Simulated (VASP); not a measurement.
Be$_{2}$C (antifluorite):

```xyz
3
Lattice="0.0000 2.1700 2.1700 2.1700 0.0000 2.1700 2.1700 2.1700 0.0000" Properties=species:S:1:pos:R:3 pbc="T T T"
Be     1.0850     1.0850     1.0850
Be     3.2550     3.2550     3.2550
C      0.0000     0.0000     0.0000
```

The lowest empty band near X, direction across the valley's axis, from mBJ (TB09) with spin-orbit coupling in VASP (PAW); its two spin partners are averaged. The gap over the points computed is 1.81 eV, and the next band on that side lies 4.33 eV away at the edge.

Settings: 520 eV cut-off, 10×10×10 Γ-centred mesh, Gaussian smearing of 0.050 eV, potentials Be C.

| distance from the edge in k (1/Å) | distance in energy (meV) |
|---|---|
| 0.018 | 5.1 |
| 0.025 | 9.8 |
| 0.035 | 19.2 |
| 0.050 | 39.1 |
| 0.070 | 76.3 |

Fit E(1 + αE) = ħ²k²/2m* (ħ²/2m0 = 3.810 eV Å²) and predict the row at 0.095 1/Å.

The rows don't resolve α, so a parabola serves: the electron mass is m* = 0.244 m0, and so 140.7 meV. The run gave 139.6 meV, -1.1 meV from the fit.

Left out are points under 3 meV from the edge, since the levels carry 0.1 meV, and points farther than half the way to the next band.

The compound is Be2C in the antifluorite structure. The cell was not relaxed at this level.
